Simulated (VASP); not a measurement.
Given:

```xyz
2
Lattice="2.2167 1.2798 3.6190 -2.2167 1.2798 3.6190 0.0000 -2.5596 3.6190" Properties=species:S:1:pos:R:3 pbc="T T T"
Gd     0.0000     0.0000     8.1426
Bi     0.0000     0.0000     2.7144
```

Method: PBEsol GGA, VASP's PBE PAW potentials (set 64) (plane waves; VASP 6.6.1). Run with 480 eV cut-off, 10×10×10 Γ-centred mesh, first-order Methfessel-Paxton smearing of 0.10 eV, potentials Gd_3 Bi_d.

The 4f electrons are frozen in the core of the lanthanide potential, so 4f levels, which can set the real gap, and their magnetism are missing.

The ions, cell shape and volume at an external pressure of 1.0 GPa are relaxed. Predict the relaxed structure.

```xyz
2
Lattice="2.2044 1.2727 3.5991 -2.2044 1.2727 3.5991 0.0000 -2.5454 3.5991" Properties=species:S:1:pos:R:3 pbc="T T T"
Gd     0.0000     0.0000     8.0979
Bi     0.0000     0.0000     2.6995
```
Space group Fm-3m (225), at a tolerance of 0.03 Å.

How do energy and volume change from the first to the last step?

The energy (σ→0) changes by +1.5 meV/atom and the volume by -1.6 %, in 3 ionic steps.

```json
[
 {"step": "1", "E(σ→0) (eV)": "-11.2500", "max force (eV/Å)": "0.002", "pressure (GPa)": "-0.03", "volume (Å³)": "61.60"},
 {"step": "2", "E(σ→0) (eV)": "-11.2407", "max force (eV/Å)": "0.001", "pressure (GPa)": "1.80", "volume (Å³)": "59.85"},
 {"step": "3", "E(σ→0) (eV)": "-11.2471", "max force (eV/Å)": "0.002", "pressure (GPa)": "1.00", "volume (Å³)": "60.59"}
]
```

The structure was generated: GdBi was put into the alpha-GeTe type (R3m), which need not be its known phase. This run relaxes it under an external pressure of 1 GPa. It ends in space group Fm-3m. Symmetry was kept, so distortions that lower it aren't found.
